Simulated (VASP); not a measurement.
Given:

```
ZnS
1.0
    0.00000     2.63081     2.63081
    2.63081     0.00000     2.63081
    2.63081     2.63081     0.00000
Zn S
1 1
Direct
  0.00000   0.00000   0.00000
  0.25000   0.25000   0.25000
```

Method: PBEsol GGA, VASP's PBE PAW potentials (set 64) (plane waves; VASP 6.6.1). Run with 500 eV cut-off, 9×9×9 Γ-centred mesh, Gaussian smearing of 0.050 eV, potentials Zn S.

Q: Estimate the energy per atom (σ→0), pressure, band gap (on the k-mesh) with the smallest direct gap where there is one.

A: 
The band gap (on the k-mesh) is 2.33 eV and the smallest direct gap (on the k-mesh) comes out as 2.33 eV. The energy per atom (σ→0) is -3.779 eV/atom and the pressure is 5.02 GPa.

The structure was generated: ZnS was put into the zinc blende type (F-43m), which need not be its known phase. It was relaxed first under an external pressure of 5 GPa.
